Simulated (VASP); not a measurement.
VASP ran on this input.

File POSCAR:
```
TlBi
1.0
  4.3950000000   0.0000000000   0.0000000000
 -2.1975000000   3.8061820000   0.0000000000
  0.0000000000   0.0000000000   7.3250000000
Tl Bi
2 2
Direct
  0.0000000000   0.0000000000   0.0000000000
  0.0000000000   0.0000000000   0.5000000000
  0.3333330000   0.6666670000   0.2500000000
  0.6666670000   0.3333330000   0.7500000000
```

**INCAR**
```
ALGO = Normal
EDIFF = 1E-6
EDIFFG = -0.01
ENCUT = 400
GGA = PS
IBRION = 2
ISIF = 3
ISMEAR = 0
LASPH = .TRUE.
LCHARG = .FALSE.
LMAXMIX = 4
LREAL = .FALSE.
LWAVE = .FALSE.
NELM = 100
NSW = 60
PREC = Accurate
SIGMA = 0.05
SYSTEM = TlBi
```

File KPOINTS:
```
Automatic mesh
0
Gamma
6 6 4
0 0 0
```

POTCAR, in this order: Tl_d Bi_d (PBE.64 set). Program: vasp_std.

Task: Write an equivalent input for Quantum ESPRESSO's pw.x.

Result: One equivalent input (not run):
```
&CONTROL
  calculation = 'vc-relax'
  pseudo_dir = './pseudo'
  outdir = './out'
  tprnfor = .true.
  tstress = .true.
  nstep = 60
  forc_conv_thr = 0.00039
/
&SYSTEM
  ibrav = 0
  nat = 4
  ntyp = 2
  ecutwfc = 66
  occupations = 'smearing'
  smearing = 'gaussian'
  degauss = 0.003675
  input_dft = 'pbesol'
/
&ELECTRONS
  conv_thr = 7.3e-08
  electron_maxstep = 100
/
&IONS
/
&CELL
/
ATOMIC_SPECIES
  Tl 204.380 Tl.upf
  Bi 208.980 Bi.upf
CELL_PARAMETERS angstrom
     4.3950000    0.0000000    0.0000000
    -2.1975000    3.8061820    0.0000000
     0.0000000    0.0000000    7.3250000
ATOMIC_POSITIONS crystal
  Tl   0.0000000  0.0000000  0.0000000
  Tl   0.0000000  0.0000000  0.5000000
  Bi   0.3333330  0.6666670  0.2500000
  Bi   0.6666670  0.3333330  0.7500000
K_POINTS automatic
  6 6 4 0 0 0
```
The two are equivalent in intent, not identical: the potentials are each code's own (VASP's PAW set, PseudoDojo norm-conserving files in pw.x), so ENCUT and ecutwfc are chosen apart and not converted; conv_thr bounds pw.x's estimated SCF error, while EDIFF bounds the energy change between steps; forc_conv_thr acts on force components and is met together with etot_conv_thr.

The structure was generated: TlBi was put into the NiAs type type (P6_3/mmc), which need not be its known phase. This run relaxes it. Symmetry was kept, so distortions that lower it aren't found.
